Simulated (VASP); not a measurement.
Bi2Se3 (tetradymite): computed properties

Computed with LDA (Ceperley-Alder, Perdew-Zunger), VASP's LDA PAW potentials (set 64) (plane waves; VASP).

For Bi$_{2}$Se$_{3}$, the space group is R-3m (166). The cell is a = b = 4.1109 Å, c = 27.8676 Å, α = β = 90.00°, γ = 120.00°. The volume per atom comes out as 27.19 Å^3/atom and the band gap (on the k-mesh) is 0.05 eV. The smallest direct gap (on the k-mesh) comes out as 0.05 eV and the band-edge character comes out as direct, Γ to Γ. The density is 8.00 g/cm³.

```cif
data_Bi6Se9
_chemical_formula_sum 'Bi6 Se9'
_space_group_name_H-M_alt 'R-3m :H'
_space_group_IT_number 166
_space_group_name_Hall '-R 3 2"'
_cell_length_a 4.11085
_cell_length_b 4.11085
_cell_length_c 27.86758
_cell_angle_alpha 90.000
_cell_angle_beta 90.000
_cell_angle_gamma 120.000
loop_
_atom_site_label
_atom_site_type_symbol
_atom_site_symmetry_multiplicity
_atom_site_Wyckoff_symbol
_atom_site_fract_x
_atom_site_fract_y
_atom_site_fract_z
_atom_site_occupancy
Bi1 Bi 6 c 0.00000 0.00000 0.40141 1
Se1 Se 3 a 0.00000 0.00000 0.00000 1
Se2 Se 6 c 0.00000 0.00000 0.20914 1
```
(The calculation used a cell of 5 atoms; values per cell refer to that cell.)

Measured: gap 0.30 eV (computed value off by -0.25 eV), as given by Sudong Park et al., Journal of the Korean Physical Society (2016), arXiv:1610.06451; a 4.143 Å (computed value off by -0.8 %), c 28.636 Å (computed value off by -2.7 %), as given by Xin Luo et al., Physical Review B (2012), arXiv:1308.1523. The calculation is for a static lattice, while the measured a, c hold thermal and zero-point effects, which are part of the difference. Unless said otherwise, spin-orbit coupling is left out, though it shifts the bands of the heavy elements here.

The compound is Bi2Se3 in the tetradymite structure. It was relaxed first. Symmetry was kept, so distortions that lower it aren't found.
